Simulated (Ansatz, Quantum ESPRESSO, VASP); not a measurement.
## One structure in several programs: SiO₂ (P4_2/mnm, 6 atoms in the cell)

Self-consistent single point.

```
CELL_PARAMETERS angstrom
      4.22222     0.00000     0.00000
      0.00000     4.22222     0.00000
      0.00000     0.00000     2.69697
ATOMIC_POSITIONS crystal
  Si 0.00000 0.00000 0.00000
  Si 0.50000 0.50000 0.50000
  O  0.30600 0.30600 0.00000
  O  0.80600 0.19400 0.50000
  O  0.19400 0.80600 0.50000
  O  0.69400 0.69400 0.00000
```

All programs got the same cell, k-point mesh and kind of occupations (in Ansatz's words: kpoints.mp_grid.grid = 5 5 8; scf.occupations.method = fermi_dirac; scf.occupations.width = 0.05 eV); potentials, basis and cutoffs are each program's usual ones.

```
code                                                       model  pressure (GPa)  largest force (eV/Å)  gap on the mesh (eV)  cutoff
----------------  ----------------------------------------------  --------------  --------------------  --------------------  ------
Ansatz                                    PBE, default PAW files           -0.58                 0.111                 5.050  420 eV
VASP                     PBE, VASP's PBE PAW potentials (set 64)           -7.66                 0.120                 5.024  400 eV
Quantum ESPRESSO  PBE, GBRV 1.5 ultrasoft (PBE) pseudopotentials            0.78                 0.101                 5.103   40 Ry
```

Gaps are read on the mesh.

The spread over the programs that give each value: pressure within 8.44 GPa; largest force within 0.019 eV/Å; gap on the mesh within 0.079 eV.

The starting cell has typed, rounded lattice constants, without a prior relaxation at this level. Its lattice was rescaled by a random factor within 2.5 % of one.

Problem. Why do the programs differ, and what cannot be compared?

Solution. Differences of this kind can come from the potentials, where these differ, and from what each basis and cutoff leave unconverged. The zero of total energies and Fermi levels follows the potentials and each program's conventions, so they are not compared here. Ansatz's pressure is given at a fixed set of plane waves, as the other plane-wave codes print theirs; with its correction for the finite basis it is 0.46 GPa (the shift of 1.04 GPa shows how far the cutoff is from converged).

VASP's run is marked for a possible Pulay error in its stress at this cutoff; no cutoff test was made.

Left out of this page: ABINIT, GPAW, CP2K, FLEUR and SIESTA (not drawn, or without a comparable value).

Ansatz is an electronic-structure program.

Keys are those of Ansatz 0.2.
